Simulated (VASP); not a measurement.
The input files of a VASP run:

### INCAR
```
SYSTEM = PbS
PREC = Accurate
ENCUT = 400
EDIFF = 1E-6
NELM = 100
ALGO = Normal
LREAL = .FALSE.
LASPH = .TRUE.
ISMEAR = 0
SIGMA = 0.05
GGA = PE
LMAXMIX = 4
LWAVE = .FALSE.
LCHARG = .FALSE.
ISIF = 2
IBRION = 0
NSW = 3
TEBEG = 300
```

**KPOINTS**
```
Automatic mesh
0
Gamma
6 6 6
0 0 0
```

**POSCAR**
```
PbS
1
    0.0000000000     3.0294000000     3.0294000000
    3.0294000000     0.0000000000     3.0294000000
    3.0294000000     3.0294000000     0.0000000000
Pb S
1 1
Direct
  0.0000000000   0.0000000000   0.0000000000
  0.5000000000   0.5000000000   0.5000000000
```

POTCAR, in this order: Pb_d S (PBE.64 set). Program: vasp_std.

What VASP printed:

### Question
From input and log, find the fault in this run and mend it.

### Answer
The cause: molecular dynamics (IBRION = 0) was asked for without POTIM. VASP stops with an error: Fatal error! IBRION=0, but no entry for POTIM on file INCAR. MUST be specified! ----> I REFUSE TO CONTINUE WITH THIS SICK JOB ... BYE!!! <---- To mend it, set POTIM to the time step in fs (1 to 2 fs suits most solids). The plain static run on this cell (PBE GGA, plane waves, VASP's PBE PAW potentials (set 64)) converges, and its OSZICAR ends with
```
   1 F= -.87654896E+01 E0= -.87654896E+01  d E =-.418392E-12
```

The compound is PbS in the rock salt structure. The cell was not relaxed at this level.
